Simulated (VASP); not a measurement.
Calculation: PBEsol GGA, VASP's PBE PAW potentials (set 64) (plane waves; VASP).

The input files of a VASP run:

POSCAR:
```
WSi2
1
   -1.6017579832     1.6017579832     3.9118834487
    1.6017579832    -1.6017579832     3.9118834487
    1.6017579832     1.6017579832    -3.9118834487
Si W
2 1
Direct
  0.6655472604   0.6655472604   0.0000000000
  0.3344527396   0.3344527396   0.0000000000
  0.0000000000   0.0000000000   0.0000000000
```

KPOINTS:
```
Automatic mesh
0
Gamma
12 12 12
0 0 0
```

**INCAR**
```
NELM=100
LMAXMIX=6
PREC=Accurate
SYSTEM=WSi2
ALGO=Normal
LASPH=T   ! aspherical one-centre terms
GGA=PS   ! PBEsol
ISIF=2   ! forces and stress, cell fixed
ISMEAR=1   ! Methfessel-Paxton
EDIFF=1E-7
SIGMA=0.1   ! width (eV)
LWAVE=F
LREAL=F   ! projection in real space or not
ENCUT=480   ! plane-wave cut-off (eV)
LCHARG=F
```

POTCAR, in this order: Si W_sv (PBE.64 set). Program: vasp_std.

The resulting files:

OSZICAR:
```
       N       E                     dE             d eps       ncg     rms          rms(c)
DAV:   1     0.118529190367E+03    0.11853E+03   -0.10690E+04  4890   0.140E+03
DAV:   2    -0.235996740259E+02   -0.14213E+03   -0.14011E+03  5632   0.346E+02
DAV:   3    -0.274904134336E+02   -0.38907E+01   -0.38138E+01  6514   0.500E+01
DAV:   4    -0.275171505817E+02   -0.26737E-01   -0.26732E-01  5604   0.488E+00
DAV:   5    -0.275175023070E+02   -0.35173E-03   -0.35171E-03  6479   0.546E-01    0.264E+01
DAV:   6    -0.267612660150E+02    0.75624E+00   -0.41367E+00  5898   0.154E+01    0.931E+00
DAV:   7    -0.266651383421E+02    0.96128E-01   -0.26673E-01  5471   0.309E+00    0.453E+00
DAV:   8    -0.266407342834E+02    0.24404E-01   -0.45865E-02  6276   0.183E+00    0.295E-01
DAV:   9    -0.266401690408E+02    0.56524E-03   -0.11502E-03  5814   0.288E-01    0.169E-01
DAV:  10    -0.266400393597E+02    0.12968E-03   -0.30085E-04  6073   0.177E-01    0.381E-02
DAV:  11    -0.266400339153E+02    0.54443E-05   -0.34499E-05  6276   0.485E-02    0.151E-02
DAV:  12    -0.266400338822E+02    0.33165E-07   -0.15520E-06  5949   0.860E-03    0.381E-03
DAV:  13    -0.266400334120E+02    0.47014E-06   -0.38116E-07  5421   0.607E-03    0.622E-04
DAV:  14    -0.266400333789E+02    0.33114E-07   -0.12489E-08  2984   0.117E-03
   1 F= -.26640033E+02 E0= -.26640072E+02  d E =0.115912E-03
```

OUTCAR:
```
------------------------ aborting loop because EDIFF is reached ----------------------------------------
  FORCE on cell =-STRESS in cart. coord.  units (eV):
  Direction    XX          YY          ZZ          XY          YZ          ZX
  --------------------------------------------------------------------------------------
  Total        0.0040817      0.0040817     -0.0517926      0.0000000      0.0000000      0.0000000
  in kB        0.1628960      0.1628960     -2.0669923      0.0000000      0.0000000      0.0000000
  external PRESSURE =      -0.5804001 kB  Pullay stress =       0.0000000 kB
  volume of cell :       40.15
      direct lattice vectors                 reciprocal lattice vectors
    -1.601757983  1.601757983  3.911883449     0.000000000  0.312157021  0.127815669
     1.601757983 -1.601757983  3.911883449     0.312157021  0.000000000  0.127815669
     1.601757983  1.601757983 -3.911883449     0.312157021  0.312157021  0.000000000
 POSITION                                       TOTAL-FORCE (eV/Angst)
 -----------------------------------------------------------------------------------
      0.00000      0.00000      5.20709        -0.000000     -0.000000      0.008832
      0.00000      0.00000      2.61668         0.000000      0.000000     -0.008832
      0.00000      0.00000      0.00000         0.000000      0.000000     -0.000000
 -----------------------------------------------------------------------------------
    total drift:                                0.000000     -0.000000     -0.000000
  FREE ENERGIE OF THE ION-ELECTRON SYSTEM (eV)
  ---------------------------------------------------
  free  energy   TOTEN  =       -26.6400333789 eV

  energy  without entropy=      -26.6401492911  energy(sigma->0) =      -26.64007202
```
(Selected blocks of OUTCAR.)

The compound is WSi2 in the MoSi2 type structure. It was relaxed first.
